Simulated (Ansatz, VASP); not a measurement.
# NaF (Villiaumite): VASP beside Ansatz, part 2 of 2

One calculation is typed for both programs; each brings its own data sets. How far apart do they land? The cell is taken from a series of runs on this material, whose earlier steps may have relaxed, scaled, displaced or heated it; both programs get it as it stands.

VASP 6.6.1 and Ansatz 0.2.0.

So far: The structure; Ansatz: zone-centre phonons, PBEsol.

## Step 3: VASP: zone-centre phonons, PBEsol

Level of this step: PBEsol; plane waves and PAW (Na_pv, F) (VASP).

The same cell, functional and mesh now go to VASP, with its own data sets.

Lines of VASP's logs that name or quote its potential files are left out, and so is its time.

INCAR

```
SYSTEM = NaF
PREC = Accurate
ENCUT = 600
EDIFF = 1E-08
NELM = 120
ISMEAR = 0
SIGMA = 0.01
LREAL = .FALSE.
ALGO = Normal
GGA = PS
NBANDS = 13
LORBIT = 11
LWAVE = .FALSE.
LCHARG = .FALSE.
ISIF = 2
IBRION = 8
LEPSILON = .TRUE.
LASPH = .TRUE.
GGA_COMPAT = .FALSE.
EFERMI = MIDGAP
KPAR = 2
```

POSCAR

```
NaF
1.0
    0.0000000000      2.3261063274      2.3261063274
    2.3261063274      0.0000000000      2.3261063274
    2.3261063274      2.3261063274      0.0000000000
Na F
1 1
Direct
    0.0000000000      0.0000000000      0.0000000000
    0.5000000000      0.5000000000      0.5000000000
```

KPOINTS

```
Automatic mesh
0
Gamma
8 8 8
0 0 0
```

Potentials, in the order of the species: Na_pv and F (PBE family, release 64).

Command:

```console
mpirun -np 2 vasp_std
```

Numbers of over 12 decimals in the logs are rounded to 6 here.

Output:

```text
[banner, memory and clock lines left out]
running    2 mpi-ranks, on    1 nodes
 distrk:  each k-point on    1 cores,    2 groups
 distr:  one band on    1 cores,    1 groups

 POSCAR found type information on POSCAR NaF
 POSCAR found :  2 types and       2 ions
|                                                                             |
|               ----> ADVICE to this user running VASP <----                  |
|                                                                             |
|     You enforced a specific xc type in the INCAR file but a different       |
|     [... a line on the potential file left out ...]
|     I HOPE YOU KNOW WHAT YOU ARE DOING!                                     |
|                                                                             |

 LDA part: xc-table for (Slater+PW92), standard interpolation
 POSCAR, INCAR and KPOINTS ok, starting setup
 FFT: planning ... GRIDC
 FFT: planning ... GRID_SOFT
 FFT: planning ... GRID
 WAVECAR not read
 entering main loop
       N       E                     dE             d eps       ncg     rms          rms(c)
DAV:   1     0.122782268006E+03    0.12278E+03   -0.83125E+03   759   0.148E+03
DAV:   2    -0.254007668648E+01   -0.12532E+03   -0.11471E+03   847   0.385E+02
DAV:   3    -0.948014974921E+01   -0.69401E+01   -0.69136E+01   909   0.826E+01
DAV:   4    -0.954069917508E+01   -0.60549E-01   -0.60545E-01   814   0.823E+00
DAV:   5    -0.954133108841E+01   -0.63191E-03   -0.63191E-03   919   0.861E-01    0.491E+00
DAV:   6    -0.878623872644E+01    0.75509E+00   -0.27854E+00   894   0.155E+01    0.183E+00
DAV:   7    -0.877109840759E+01    0.15140E-01   -0.32430E-02   764   0.226E+00    0.103E+00
DAV:   8    -0.876986030331E+01    0.12381E-02   -0.26779E-02   809   0.380E+00    0.153E-01
DAV:   9    -0.877043948274E+01   -0.57918E-03   -0.49439E-03   869   0.714E-01    0.125E-01
DAV:  10    -0.877027425423E+01    0.16523E-03   -0.12379E-03   839   0.443E-01    0.164E-02
DAV:  11    -0.877027518418E+01   -0.92995E-06   -0.54361E-05   814   0.170E-01    0.696E-03
DAV:  12    -0.877027554091E+01   -0.35673E-06   -0.73276E-06   915   0.409E-02    0.310E-03
DAV:  13    -0.877027556712E+01   -0.26213E-07   -0.12609E-06   804   0.115E-02    0.198E-03
DAV:  14    -0.877027550742E+01    0.59702E-07   -0.33449E-07   859   0.978E-03    0.587E-05
DAV:  15    -0.877027551350E+01   -0.60820E-08   -0.18566E-08   738   0.119E-03
   1 F= -.87702755E+01 E0= -.87702755E+01  d E =0.000000E+00
 Linear response reoptimize wavefunctions to high precision
DAV:   1    -0.877027551322E+01    0.27899E-09   -0.30427E-10   542   0.233E-04
DAV:   2    -0.877027551325E+01   -0.26603E-10   -0.28340E-11   422   0.554E-05
 Linear response G [H, r] |phi>, progress :
  Direction:   1
       N       E                     dE             d eps       ncg     rms
RMM:   1    -0.434256425821E+02   -0.43426E+02   -0.19150E+02  1258   0.113E+02
RMM:   2    -0.438641636366E+02   -0.43852E+00   -0.51260E+00  1379   0.225E+01
RMM:   3    -0.438728435160E+02   -0.86799E-02   -0.30192E-01  1435   0.517E+00
RMM:   4    -0.438732585913E+02   -0.41508E-03   -0.64188E-03  1461   0.657E-01
RMM:   5    -0.438732893457E+02   -0.30754E-04   -0.19752E-04  1496   0.132E-01
RMM:   6    -0.438732903747E+02   -0.10291E-05   -0.15657E-05  1506   0.246E-02
RMM:   7    -0.438732902184E+02    0.15635E-06   -0.54701E-06  1469   0.493E-03
RMM:   8    -0.438732903307E+02   -0.11234E-06   -0.63175E-06  1399   0.208E-03
RMM:   9    -0.438732902702E+02    0.60509E-07   -0.53464E-06  1210   0.133E-03
RMM:  10    -0.438732902646E+02    0.56441E-08   -0.52074E-06   996   0.141E-03
RMM:  11    -0.438732902844E+02   -0.19859E-07   -0.51392E-06   922   0.131E-03
RMM:  12    -0.438732902417E+02    0.42766E-07   -0.34662E-06   831   0.141E-03
 Linear response G [H, r] |phi>, progress :
  Direction:   2
       N       E                     dE             d eps       ncg     rms
RMM:   1    -0.433743441870E+02   -0.43374E+02   -0.16480E+02  1229   0.115E+02
RMM:   2    -0.435999759910E+02   -0.22563E+00   -0.53670E+00  1379   0.222E+01
RMM:   3    -0.435963526252E+02    0.36234E-02   -0.28365E-01  1427   0.511E+00
RMM:   4    -0.435973869271E+02   -0.10343E-02   -0.86055E-03  1465   0.765E-01
RMM:   5    -0.435974348861E+02   -0.47959E-04   -0.16549E-04  1504   0.124E-01
RMM:   6    -0.435974358196E+02   -0.93352E-06   -0.29999E-06  1498   0.238E-02
RMM:   7    -0.435974358957E+02   -0.76114E-07    0.46557E-06  1461   0.472E-03
RMM:   8    -0.435974359063E+02   -0.10514E-07    0.47064E-06  1385   0.189E-03
RMM:   9    -0.435974358854E+02    0.20894E-07    0.46866E-06  1163   0.135E-03
RMM:  10    -0.435974359301E+02   -0.44770E-07    0.43231E-06  1001   0.129E-03
RMM:  11    -0.435974358975E+02    0.32622E-07    0.49429E-06   896   0.136E-03
[...]
RMM:   2    -0.418890263087E+02    0.65746E-01   -0.55669E+00  1319   0.207E+01
RMM:   3    -0.418671279909E+02    0.21898E-01   -0.34621E-01  1421   0.477E+00
RMM:   4    -0.418655148504E+02    0.16131E-02   -0.63800E-03  1422   0.622E-01
RMM:   5    -0.418655255434E+02   -0.10693E-04   -0.19051E-04  1471   0.126E-01
RMM:   6    -0.418655263198E+02   -0.77637E-06   -0.74101E-06  1470   0.226E-02
RMM:   7    -0.418655263566E+02   -0.36839E-07   -0.80031E-07  1362   0.489E-03
[...]
RMM:   2    -0.630308220062E-01   -0.79192E-02   -0.39893E-03  2851   0.501E-01    0.377E-01
RMM:   3    -0.625000435273E-01    0.53078E-03   -0.87522E-04  2739   0.231E-01    0.226E-01
RMM:   4    -0.667069646659E-01   -0.42069E-02   -0.17932E-03  2727   0.343E-01    0.245E-02
RMM:   5    -0.673480415842E-01   -0.64108E-03   -0.46740E-05  2800   0.710E-02    0.399E-03
RMM:   6    -0.674169488400E-01   -0.68907E-04   -0.19582E-06  2895   0.119E-02    0.125E-03
RMM:   7    -0.674195442573E-01   -0.25954E-05   -0.49452E-08  2853   0.259E-03    0.213E-04
RMM:   8    -0.674238963416E-01   -0.43521E-05   -0.49463E-09  2906   0.539E-04    0.370E-05
RMM:   9    -0.674236585232E-01    0.23782E-06   -0.90278E-10  2567   0.169E-04    0.195E-05
RMM:  10    -0.674236359499E-01    0.22573E-07   -0.63542E-10  1896   0.646E-05    0.276E-06
 change of polarisation eV/A/(eV/A) component  1 :     0.122     0.015     0.005
 dielectric tensor                  component  1 :     1.880     0.110     0.039
 Linear response to external field, progress :
  Direction:   2
       N       E                     dE             d eps       ncg     rms          rms(c)
RMM:   1    -0.550906071558E-01   -0.55091E-01   -0.79092E-02  1959   0.334E+00
RMM:   2    -0.630302947906E-01   -0.79397E-02   -0.39989E-03  2852   0.504E-01    0.377E-01
RMM:   3    -0.624981331192E-01    0.53216E-03   -0.87650E-04  2752   0.231E-01    0.226E-01
RMM:   4    -0.667067014697E-01   -0.42086E-02   -0.17937E-03  2732   0.343E-01    0.244E-02
RMM:   5    -0.673475011723E-01   -0.64080E-03   -0.47092E-05  2808   0.714E-02    0.408E-03
RMM:   6    -0.674170696778E-01   -0.69569E-04   -0.19627E-06  2889   0.119E-02    0.123E-03
RMM:   7    -0.674195376837E-01   -0.24680E-05   -0.48642E-08  2854   0.257E-03    0.195E-04
RMM:   8    -0.674238494310E-01   -0.43117E-05   -0.45377E-09  2903   0.535E-04    0.365E-05
RMM:   9    -0.674236517302E-01    0.19770E-06   -0.53148E-10  2561   0.166E-04    0.196E-05
RMM:  10    -0.674236162296E-01    0.35501E-07   -0.27022E-10  1890   0.654E-05    0.280E-06
 change of polarisation eV/A/(eV/A) component  2 :     0.010     0.122    -0.005
 dielectric tensor                  component  2 :     0.072     1.880    -0.036
 Linear response to external field, progress :
  Direction:   3
       N       E                     dE             d eps       ncg     rms          rms(c)
RMM:   1    -0.550979379930E-01   -0.55098E-01   -0.79165E-02  1958   0.334E+00
RMM:   2    -0.630302750406E-01   -0.79323E-02   -0.39981E-03  2851   0.504E-01    0.377E-01
RMM:   3    -0.624979295641E-01    0.53235E-03   -0.87664E-04  2755   0.231E-01    0.226E-01
RMM:   4    -0.667066872200E-01   -0.42088E-02   -0.17938E-03  2737   0.342E-01    0.244E-02
RMM:   5    -0.673474634000E-01   -0.64078E-03   -0.47094E-05  2808   0.714E-02    0.408E-03
RMM:   6    -0.674170678964E-01   -0.69604E-04   -0.19633E-06  2890   0.119E-02    0.123E-03
RMM:   7    -0.674195400703E-01   -0.24722E-05   -0.48648E-08  2854   0.257E-03    0.195E-04
RMM:   8    -0.674238473980E-01   -0.43073E-05   -0.45104E-09  2904   0.535E-04    0.365E-05
RMM:   9    -0.674236498735E-01    0.19752E-06   -0.51505E-10  2567   0.166E-04    0.196E-05
RMM:  10    -0.674236145590E-01    0.35315E-07   -0.31350E-10  1881   0.654E-05    0.279E-06
 change of polarisation eV/A/(eV/A) component  3 :    -0.001     0.004     0.122
 dielectric tensor                  component  3 :    -0.005     0.031     1.880
 Linear response DOF=           2
 Linear response progress:
  Degree of freedom:   1/  2
       N       E                     dE             d eps       ncg     rms          rms(c)
RMM:   1    -0.157854629427E+00   -0.15785E+00   -0.30426E-01  1611   0.640E+00
RMM:   2    -0.161304981116E+00   -0.34504E-02   -0.13176E-02  2513   0.102E+00    0.135E-02
RMM:   3    -0.161395048540E+00   -0.90067E-04   -0.30121E-04  2794   0.151E-01    0.620E-03
RMM:   4    -0.161459188154E+00   -0.64140E-04   -0.20225E-05  2968   0.392E-02    0.191E-03
RMM:   5    -0.161479857824E+00   -0.20670E-04   -0.16182E-06  3070   0.993E-03    0.934E-04
RMM:   6    -0.161491099896E+00   -0.11242E-04   -0.23695E-07  2993   0.310E-03    0.739E-05
RMM:   7    -0.161492019994E+00   -0.92010E-06   -0.60906E-08  3130   0.112E-03    0.407E-05
RMM:   8    -0.161492529113E+00   -0.50912E-06   -0.19252E-08  3062   0.484E-04    0.120E-05
RMM:   9    -0.161492611436E+00   -0.82323E-07   -0.85553E-09  3207   0.252E-04    0.452E-06
RMM:  10    -0.161492646323E+00   -0.34887E-07   -0.17481E-08  3156   0.155E-04    0.165E-06
RMM:  11    -0.161492658627E+00   -0.12304E-07    0.38916E-09  3139   0.111E-04    0.525E-07
RMM:  12    -0.161492662247E+00   -0.36204E-08    0.87335E-09  2429   0.894E-05    0.369E-07
 first order change of Fermi-energy  -0.41466E-04
 force on displaced ion       1 direction 1 :  -2.134   0.000   0.000
 Born effective charge ion    1 direction 1 :   1.009   0.000   0.000
 Linear response progress:
  Degree of freedom:   2/  2
       N       E                     dE             d eps       ncg     rms          rms(c)
RMM:   1    -0.527010684227E+00   -0.52701E+00    0.63322E-01  2723   0.485E+00
RMM:   2    -0.524602891422E+00    0.24078E-02   -0.94683E-03  2839   0.943E-01    0.811E-02
RMM:   3    -0.525900036586E+00   -0.12971E-02   -0.43629E-04  2652   0.157E-01    0.458E-02
RMM:   4    -0.527790732094E+00   -0.18907E-02   -0.18536E-04  2558   0.990E-02    0.108E-02
RMM:   5    -0.527955160282E+00   -0.16443E-03   -0.59815E-06  2787   0.282E-02    0.321E-03
RMM:   6    -0.527824899091E+00    0.13026E-03   -0.66714E-07  2548   0.695E-03    0.757E-04
RMM:   7    -0.527804974525E+00    0.19925E-04   -0.53435E-08  2872   0.213E-03    0.197E-04
RMM:   8    -0.527814606117E+00   -0.96316E-05   -0.75632E-09  2624   0.578E-04    0.303E-05
RMM:   9    -0.527814587470E+00    0.18647E-07   -0.38167E-09  2977   0.182E-04    0.636E-06
RMM:  10    -0.527814651557E+00   -0.64088E-07   -0.34600E-09  2867   0.823E-05    0.271E-06
RMM:  11    -0.527814602518E+00    0.49039E-07   -0.35164E-09  2988   0.670E-05    0.118E-06
RMM:  12    -0.527814583873E+00    0.18645E-07   -0.34586E-09  2663   0.627E-05    0.176E-07
RMM:  13    -0.527814581924E+00    0.19485E-08   -0.84498E-10  1845   0.613E-05    0.749E-08
 first order change of Fermi-energy   0.84452E-03
 force on displaced ion       2 direction 1 :  -2.124   0.000   0.000
 Born effective charge ion    2 direction 1 :  -1.010   0.000   0.000
 Born effective charges drift removed
 Linear response finished
```

Parts of OUTCAR (step 3):

```text
ion  position               nearest neighbor table
   1  0.000  0.000  0.000-   2 2.33   2 2.33   2 2.33   2 2.33   2 2.33   2 2.33
   2  0.500  0.500  0.500-   1 2.33   1 2.33   1 2.33   1 2.33   1 2.33   1 2.33

  LATTYP: Found a face centered cubic cell.
 ALAT       =     4.6522126548

 Subroutine GETGRP returns: Found 48 space group operations
 (whereof 48 operations were pure point group operations)

The static configuration has the point symmetry O_h .

 Found     29 irreducible k-points:

   k-points           NKPTS =     29   k-points in BZ     NKDIM =     29   number of bands    NBANDS=     13

   dimension x,y,z NGX =    28 NGY =   28 NGZ =   28
   dimension x,y,z NGXF=    56 NGYF=   56 NGZF=   56

   ENCUT  =  600.0 eV  44.10 Ry    6.64 a.u.   6.57  6.57  6.57*2*pi/ulx,y,z

   NELECT =      14.0000    total number of electrons

 k-points in reciprocal lattice and weights: Automatic mesh
   0.00000000  0.00000000  0.00000000       0.002
   0.12500000  0.00000000  0.00000000       0.016
   0.25000000  0.00000000  0.00000000       0.016
   0.37500000  0.00000000  0.00000000       0.016
   0.50000000  0.00000000  0.00000000       0.008
   0.12500000  0.12500000  0.00000000       0.012
   0.25000000  0.12500000  0.00000000       0.047
   0.37500000  0.12500000  0.00000000       0.047
   0.50000000  0.12500000  0.00000000       0.047
[...]
-0.37500000  0.50000000  0.12500000       0.023
  -0.25000000  0.50000000  0.25000000       0.012

 average (electrostatic) potential at core
       1 -46.7422       2 -77.3735

  Total       -0.1288583     -0.1288583     -0.1288583      0.0000000      0.0000000     -0.0000000
  in kB       -8.2017108     -8.2017108     -8.2017108      0.0000000      0.0000000     -0.0000000
  external PRESSURE =      -8.2017108 kB  Pullay stress =       0.0000000 kB

  energy-cutoff  :      600.00
  volume of cell :       25.17
      direct lattice vectors                 reciprocal lattice vectors
     0.000000000  2.326106327  2.326106327    -0.214951481  0.214951481  0.214951481
     2.326106327  0.000000000  2.326106327     0.214951481 -0.214951481  0.214951481
     2.326106327  2.326106327  0.000000000     0.214951481  0.214951481 -0.214951481

 POSITION                                       TOTAL-FORCE (eV/Angst)
 -----------------------------------------------------------------------------------
      0.00000      0.00000      0.00000        -0.000000     -0.000000     -0.000000
      2.32611      2.32611      2.32611         0.000000      0.000000      0.000000
 -----------------------------------------------------------------------------------
    total drift:                                0.000000      0.000000      0.000000

 MACROSCOPIC STATIC DIELECTRIC TENSOR (including local field effects in DFT)
 ------------------------------------------------------
           1.879647    -0.000000     0.000000
          -0.000000     1.879647     0.000000
           0.000000    -0.000000     1.879647
 ------------------------------------------------------

 PIEZOELECTRIC TENSOR (including local field effects)  for field in x, y, z        (C/m^2)
          XX          YY          ZZ          XY          YZ          ZX
  --------------------------------------------------------------------------------
  x     0.00000     0.00000     0.00000     0.00000     0.00000     0.00000
  y     0.00000     0.00000     0.00000     0.00000     0.00000     0.00000
  z     0.00000     0.00000     0.00000     0.00000     0.00000     0.00000

 BORN EFFECTIVE CHARGES (including local field effects) (in |e|, cummulative output)
 ---------------------------------------------------------------------------------
 ion    1
    1     1.00969     0.00000     0.00000
    2     0.00000     1.00969     0.00000
    3     0.00000     0.00000     1.00969
 ion    2
    1    -1.00969     0.00000     0.00000
    2     0.00000    -1.00969     0.00000
    3     0.00000     0.00000    -1.00969

 Eigenvectors and eigenvalues of the dynamical matrix
 ----------------------------------------------------

   1 f  =    7.072270 THz    44.436382 2PiTHz  235.905529 cm-1    29.248545 meV
             X         Y         Z           dx          dy          dz
      0.000000  0.000000  0.000000     0.000000    0.000000   -0.673534
      2.326106  2.326106  2.326106     0.000000   -0.000000    0.739156

   2 f  =    7.072270 THz    44.436382 2PiTHz  235.905529 cm-1    29.248545 meV
             X         Y         Z           dx          dy          dz
      0.000000  0.000000  0.000000     0.289559   -0.608116    0.000000
      2.326106  2.326106  2.326106    -0.317770    0.667363    0.000000

   3 f  =    7.072270 THz    44.436382 2PiTHz  235.905529 cm-1    29.248545 meV
             X         Y         Z           dx          dy          dz
      0.000000  0.000000  0.000000     0.608116    0.289559    0.000000
      2.326106  2.326106  2.326106    -0.667363   -0.317770   -0.000000

   4 f/i=    0.008426 THz     0.052940 2PiTHz    0.281050 cm-1     0.034846 meV
             X         Y         Z           dx          dy          dz
      0.000000  0.000000  0.000000    -0.053738   -0.122174    0.727006
      2.326106  2.326106  2.326106    -0.048967   -0.111327    0.662463

   5 f/i=    0.008426 THz     0.052940 2PiTHz    0.281050 cm-1     0.034846 meV
             X         Y         Z           dx          dy          dz
      0.000000  0.000000  0.000000     0.248776    0.683170    0.133196
      2.326106  2.326106  2.326106     0.226690    0.622519    0.121371

   6 f/i=    0.008426 THz     0.052940 2PiTHz    0.281050 cm-1     0.034846 meV
             X         Y         Z           dx          dy          dz
      0.000000  0.000000  0.000000    -0.693955    0.254370   -0.008548
      2.326106  2.326106  2.326106    -0.632347    0.231787   -0.007789

 MACROSCOPIC STATIC DIELECTRIC TENSOR IONIC CONTRIBUTION
 ------------------------------------------------------
           3.441793    -0.000000    -0.000000
          -0.000000     3.441793     0.000000
          -0.000000     0.000000     3.441793
 ------------------------------------------------------

 ELASTIC MODULI CONTR FROM IONIC RELAXATION (kBar)
 Direction    XX          YY          ZZ          XY          YZ          ZX
 --------------------------------------------------------------------------------
 XX           0.0000      0.0000      0.0000      0.0000      0.0000      0.0000
 YY           0.0000      0.0000      0.0000      0.0000      0.0000      0.0000
 ZZ           0.0000      0.0000      0.0000      0.0000      0.0000      0.0000
 XY           0.0000      0.0000      0.0000      0.0000      0.0000      0.0000
 YZ           0.0000      0.0000      0.0000      0.0000      0.0000      0.0000
 ZX           0.0000      0.0000      0.0000      0.0000      0.0000      0.0000
 --------------------------------------------------------------------------------

 PIEZOELECTRIC TENSOR IONIC CONTR  for field in x, y, z        (C/m^2)
          XX          YY          ZZ          XY          YZ          ZX
  --------------------------------------------------------------------------------
  x     0.00000     0.00000     0.00000     0.00000     0.00000     0.00000
  y     0.00000     0.00000     0.00000     0.00000     0.00000     0.00000
  z     0.00000     0.00000     0.00000     0.00000     0.00000     0.00000
```

## Step 4: Comparison

Known differences besides the potentials themselves: fixed occupations in Ansatz, narrow Gaussian smearing in VASP; VASP's run holds the zone centre alone; the data sets hold 16 valence electrons in Ansatz (on its default PAW (the set named soft_2) files) and 14 in VASP; the cutoff is 420 eV in Ansatz and 600 eV in VASP; Ansatz makes its cores anew for this functional, VASP keeps those of its PBE data sets. Total energies have different zeros and are not compared.

Both answers:

| quantity | Ansatz | VASP | difference |
| --- | --- | --- | --- |
| ε∞ xx | 1.89 | 1.88 | +0.63 % |
| ε∞ yy | 1.89 | 1.88 | +0.63 % |
| ε∞ zz | 1.89 | 1.88 | +0.63 % |
| Born charge of Na1 (mean of the diagonal) (e) | 1.01 | 1.01 | 0.00 |
| Born charge of F2 (mean of the diagonal) (e) | -1.01 | -1.01 | 0.00 |
| optical mode 1 to 3 (cm⁻¹) | 230.7 | 235.9 | -2.20 % |

Modes are paired by rising frequency, not by their patterns, so a pair may set unlike modes beside each other; they are those without the splitting of longitudinal modes.

## Step 5: Summary of results

```json
{
  "r.m.s. difference of the optical zone-centre modes, each program's sorted by frequency (zone-centre phonons, PBEsol)": "5.2 cm⁻¹",
  "difference in optical mode 1 to 3 (zone-centre phonons, PBEsol)": "-2.2 %"
}
```

The r.m.s. difference of the optical zone-centre modes, each program's sorted by frequency is 5.2 cm⁻¹ (zone-centre phonons, PBEsol). The data sets hold unlike numbers of valence electrons (16 in Ansatz and 14 in VASP), so part of the differences comes from the potentials. Among the rows given in per cent, the largest difference of the zone-centre phonons, PBEsol pair is in optical mode 1 to 3, -2.2 %. Such differences can come from data sets, numerical settings and the points named under the comparisons, not from the functional's error against experiment.

[Lines on the potential files, build, host, timing and source positions are cut from VASP's logs without a mark.]

[Logs are printed without paths, hosts, clocks, repeated set-up lines and the standing remarks that a program may print on its own settings, such as how far it seeks lower states.]

[Hosts, paths, dates, database ids (printed as entryN), source tags and the programs' standing remarks are cut or masked in the printed files.]
